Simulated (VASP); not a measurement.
Calculation: PBE GGA, VASP's PBE PAW potentials (set 64) (plane waves; VASP).

A VASP calculation is set up with these files.

### POSCAR
```
TaN
1
    0.0000000000     2.1752800000     2.1752800000
    2.1752800000     0.0000000000     2.1752800000
    2.1752800000     2.1752800000     0.0000000000
Ta N
1 1
Direct
  0.5000000000   0.5000000000   0.5000000000
  0.0000000000   0.0000000000   0.0000000000
```

**KPOINTS**
```
Automatic mesh
0
G
13 13 13
0 0 0
```

**INCAR**
```
ALGO  =  Normal
EDIFF  =  1E-6
EDIFFG  =  -0.01
ENCUT  =  400
GGA  =  PE
IBRION  =  2
ISIF  =  3
ISMEAR  =  0
LASPH  =  .TRUE.
LCHARG  =  .FALSE.
LMAXMIX  =  6
LREAL  =  .FALSE.
LWAVE  =  .FALSE.
NELM  =  100
NSW  =  50
PREC  =  Accurate
SIGMA  =  0.2
SYSTEM  =  TaN
```

POTCAR, in this order: Ta_pv N (PBE.64 set). Program: vasp_std.

At this cut-off the stress carries a Pulay error, which pulls relaxed volumes low. Energy and stress use the plane-wave basis of the starting cell. Unless said otherwise, spin-orbit coupling is left out, though it shifts the bands of the heavy elements here.

**Question.** What does the run give for the energy per atom (σ→0), volume per atom, band gap (on the k-mesh)?

**Answer.** 
```yaml
energy per atom (σ→0): -10.905 eV/atom
band gap (on the k-mesh): none (metal, semimetal or under 0.01 eV)
volume_per_atom: 10.66 Å³/atom
```

**OSZICAR**
```
...
DAV:   8    -0.218164343455E+02   -0.56262E-07   -0.75114E-07  1040   0.729E-03
   3 F= -.21816434E+02 E0= -.21810069E+02  d E =-.314216E-01
       N       E                     dE             d eps       ncg     rms          rms(c)
DAV:   1    -0.218165640244E+02   -0.12974E-03   -0.32013E-03  2028   0.741E-01    0.109E-01
DAV:   2    -0.218164915237E+02    0.72501E-04   -0.96547E-05  2136   0.111E-01    0.448E-02
DAV:   3    -0.218164722448E+02    0.19279E-04   -0.59482E-05  2312   0.877E-02    0.821E-03
DAV:   4    -0.218164727632E+02   -0.51846E-06   -0.51329E-07  1444   0.857E-03
   4 F= -.21816473E+02 E0= -.21810121E+02  d E =-.314600E-01
```

The structure comes from a computed database's TaN entry; how it stands against other phases isn't given here. This run relaxes it. Symmetry was kept, so distortions that lower it aren't found. The run is one of a series of settings (EDIFFG = -0.01, IBRION = 2, ISIF = 3, NSW = 50 against the base run), some of them coarse on purpose. VASP warned that the highest band is occupied, so more bands are needed.
